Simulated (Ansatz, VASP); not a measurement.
Sc3BP2 in VASP and in Ansatz

```
Sc B P
1.0
     6.52579    0.00000    0.00000
    -3.26290    5.65150    0.00000
     0.00000    0.00000    3.52622
Sc B P
3 1 2
Direct
  0.00000 0.50000 0.00000
  0.50000 0.50000 0.00000
  0.50000 0.00000 0.00000
  0.00000 0.00000 0.50000
  0.66667 0.33333 0.50000
  0.33333 0.66667 0.50000
```

Change from the starting cell: species swapped into the DyB2Rh3 type (P6/mmm, No. 191).

Alike in both runs: functional PBE; k mesh 3 × 3 × 6; occupations gaussian, width 0.1 eV; no spin polarisation.

Ansatz relaxed the structure, and its values are those at the end. VASP's run is a single point on that final structure, the one shown.

|  | VASP | Ansatz |
| --- | --- | --- |
| version | VASP 6.6.1 | Ansatz 0.2.0 |
| potentials or method | VASP PAW PBE potentials, release 64 (Sc_sv, B, P) | scalar-relativistic, plane waves, PAW |
| plane-wave cutoff (eV) | 520 | 420 |
| valence electrons in the cell | 46 | 46 |

|  | VASP | Ansatz | Ansatz less VASP |
| --- | --- | --- | --- |
| gap on the k mesh at the Fermi level (eV) | none | none | - |
| pressure (GPa) | 0.4 | 0.3 | -0.15 |

A gap of «none» marks a metal or a gap that the smearing closes.

Caveats: the k mesh is coarse (spacing up to 0.37 Å⁻¹), so the values aren't converged.
